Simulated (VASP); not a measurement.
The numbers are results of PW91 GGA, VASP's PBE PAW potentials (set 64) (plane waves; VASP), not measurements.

VASP input:

**INCAR**
```
ALGO  =  Normal
EDIFF  =  1E-7
ENCUT  =  520
GGA  =  91
ISIF  =  2
ISMEAR  =  -5
LASPH  =  T
LCHARG  =  T
LMAXMIX  =  4
LORBIT  =  11
LREAL  =  F
LWAVE  =  F
NEDOS  =  601
NELM  =  100
PREC  =  Accurate
SYSTEM  =  Bi
```

**POSCAR**
```
Bi
1
    4.2302368846    -2.2948430446     0.0093299747
    4.2302368846     2.2948430446     0.0093299747
    2.9769973695     0.0000000000     3.7813730783
Bi
2
Direct
  0.2342816945   0.2342816945   0.2342816945
  0.7657183055   0.7657183055   0.7657183055
```

**KPOINTS**
```
kpoints
0
Gamma
 11 11 11
```

POTCAR, in this order: Bi_d (PBE.64 set). Program: vasp_std.

The resulting files:

### OUTCAR
```
 ion  position               nearest neighbor table
   1  0.234  0.234  0.234-   2 3.11   2 3.11   2 3.11   2 3.57   2 3.57   2 3.57
   2  0.766  0.766  0.766-   1 3.11   1 3.11   1 3.11   1 3.57   1 3.57   1 3.57
  LATTYP: Found a trigonal (rhomboedric) cell.
 ALAT       =     4.8126183879
 COS(alpha) =     0.5452494690
 Subroutine PRICEL returns:
 Original cell was already a primitive cell.
 Subroutine GETGRP returns: Found 12 space group operations
The static configuration has the point symmetry D_3d.
The dynamic configuration has the point symmetry D_3d.
 Subroutine INISYM returns: Found 12 space group operations
 Subroutine IBZKPT returns following result:
 Found    146 irreducible k-points:

 Following reciprocal coordinates:
            Coordinates               Weight
  0.000000  0.000000  0.000000      1.000000
  0.090909 -0.000000 -0.000000      6.000000
  0.181818 -0.000000 -0.000000      6.000000
  0.272727  0.000000  0.000000      6.000000
  0.363636  0.000000  0.000000      6.000000
  0.454545 -0.000000 -0.000000      6.000000
  0.090909  0.090909 -0.000000      6.000000
  0.181818  0.090909 -0.000000     12.000000
...
```

**OSZICAR**
```
       N       E                     dE             d eps       ncg     rms          rms(c)
DAV:   1     0.293224325309E+03    0.29322E+03   -0.16548E+04  5548   0.187E+03
DAV:   2     0.157438697988E+02   -0.27748E+03   -0.27356E+03  5560   0.453E+02
DAV:   3    -0.706071191753E+01   -0.22805E+02   -0.22472E+02  6505   0.154E+02
DAV:   4    -0.783135219954E+01   -0.77064E+00   -0.76856E+00  6115   0.310E+01
DAV:   5    -0.787186836585E+01   -0.40516E-01   -0.40496E-01  7489   0.639E+00    0.123E+00
DAV:   6    -0.785318667808E+01    0.18682E-01   -0.49338E-02  6547   0.299E+00    0.676E-01
DAV:   7    -0.785005884706E+01    0.31278E-02   -0.27505E-02  7122   0.230E+00    0.186E-01
DAV:   8    -0.785022363133E+01   -0.16478E-03   -0.24695E-03  5889   0.623E-01    0.204E-02
DAV:   9    -0.785023607188E+01   -0.12441E-04   -0.11523E-04  7078   0.111E-01    0.105E-02
DAV:  10    -0.785023619554E+01   -0.12366E-06   -0.91150E-06  6416   0.223E-02    0.210E-03
DAV:  11    -0.785023650425E+01   -0.30871E-06   -0.98862E-07  5478   0.836E-03    0.135E-03
DAV:  12    -0.785023647763E+01    0.26625E-07   -0.19431E-07  3951   0.654E-03
   1 F= -.78502365E+01 E0= -.78502365E+01  d E =0.000000E+00
```

### OUTCAR
```
------------------------ aborting loop because EDIFF is reached ----------------------------------------
  FORCE on cell =-STRESS in cart. coord.  units (eV):
  Direction    XX          YY          ZZ          XY          YZ          ZX
  --------------------------------------------------------------------------------------
  Total        0.0421220      0.0178292      0.0205108      0.0000000      0.0000000      0.0080711
  in kB        0.9208255      0.3897626      0.4483847      0.0000000      0.0000000      0.1764425
  external PRESSURE =       0.5863243 kB  Pullay stress =       0.0000000 kB
  volume of cell :       73.29
      direct lattice vectors                 reciprocal lattice vectors
     4.230236885 -2.294843045  0.009329975     0.118402282 -0.217879825 -0.093215685
     4.230236885  2.294843045  0.009329975     0.118402282  0.217879825 -0.093215685
     2.976997369  0.000000000  3.781373078    -0.000584280  0.000000000  0.264914194
 POSITION                                       TOTAL-FORCE (eV/Angst)
 -----------------------------------------------------------------------------------
      2.67959      0.00000      0.89028        -0.000810      0.000000     -0.000269
      8.75788      0.00000      2.90975         0.000810      0.000000      0.000269
 -----------------------------------------------------------------------------------
    total drift:                                0.000000     -0.000000      0.000000
  FREE ENERGIE OF THE ION-ELECTRON SYSTEM (eV)
  ---------------------------------------------------
  free  energy   TOTEN  =        -7.8502364776 eV

  energy  without entropy=       -7.8502364776  energy(sigma->0) =       -7.85023648

 total charge

# of ion       s       p       d       tot
------------------------------------------
    1        1.537   1.345   9.912  12.794
    2        1.537   1.345   9.912  12.794
--------------------------------------------------
tot          3.075   2.690  19.824  25.588
```
(Selected blocks of OUTCAR.)

OUTCAR:
```
 val. band max:        5.8243915876   @ k =   0.3636   0.1818   0.1818

 cond. band min:       5.7690999015   @ k =   0.4545  -0.0000  -0.0000


 Fermi energy:         5.7948390224

 k-point     1 :       0.0000    0.0000    0.0000
  band No.  band energies     occupation
      1     -16.9732      2.00000
      2     -16.9732      2.00000
      3     -16.8368      2.00000
      4     -16.8368      2.00000
      5     -16.8240      2.00000
      6     -16.6741      2.00000
      7     -16.6643      2.00000
      8     -16.6643      2.00000
      9     -16.5529      2.00000
     10     -16.5529      2.00000
     11      -6.9622      2.00000
     12      -1.7237      2.00000
     13       4.4006      2.00000
     14       4.7210      2.00000
     15       4.7210      2.00000
     16       8.3116      0.00000
     17       8.7236      0.00000
     18       8.7236      0.00000
     19      11.4733      0.00000

 k-point     2 :       0.0909   -0.0000   -0.0000
  band No.  band energies     occupation
      1     -16.9678      2.00000
      2     -16.9662      2.00000
      3     -16.8345      2.00000
      4     -16.8327      2.00000
      5     -16.8205      2.00000
      6     -16.6773      2.00000
      7     -16.6677      2.00000
      8     -16.6665      2.00000
      9     -16.5606      2.00000
     10     -16.5585      2.00000
     11      -6.8883      2.00000
     12      -1.8862      2.00000
     13       4.4414      2.00000
     14       4.7076      2.00000
     15       4.7140      2.00000
     16       8.1837      0.00000
     17       8.3596      0.00000
     18       8.5417      0.00000
     19      11.1676      0.00000

 k-point     3 :       0.1818   -0.0000   -0.0000
  band No.  band energies     occupation
      1     -16.9526      2.00000
      2     -16.9460      2.00000
      3     -16.8284      2.00000
      4     -16.8210      2.00000
      5     -16.8097      2.00000
      6     -16.6879      2.00000
      7     -16.6777      2.00000
...
```

For a metal the tetrahedron method with Blöchl corrections gives inexact stress and forces. Unless said otherwise, spin-orbit coupling is left out, though it shifts the bands of the heavy elements here.

The compound is Bi in the a7 structure. It was relaxed first.
